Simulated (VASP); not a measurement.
InSb (zinc blende) relaxed at rising pressure, in one space group throughout; other phases were not tried. The pressures are those reached. Calculation: PBE GGA, VASP's PBE PAW potentials (set 64) (plane waves; VASP).

```tsv
P (GPa)	V (Å³/atom)	k-mesh
0.02	36.475	10×10×10
4.97	32.861	10×10×10
9.91	30.602	7×7×7
20.01	27.629	8×8×8
30.00	25.683	8×8×8
```

A change of mesh leaves a small step in the series.

Problem. Fit an equation of state and predict the volume at 44.99 GPa.

Solution. Least squares on the third-order Birch-Murnaghan form, P = (3B0/2)(y⁷ − y⁵)[1 + (3/4)(B′ − 4)(y² − 1)] with y = (V0/V)^(1/3), gives V0 = 36.480 Å³/atom, B0 = 37 GPa and B′ = 4.7, and so 23.666 Å³/atom. The run gave 23.641 Å³/atom, -0.1 % from the fit.

Pressures at which the relaxation failed are left out.

The compound is InSb in the zinc blende structure.
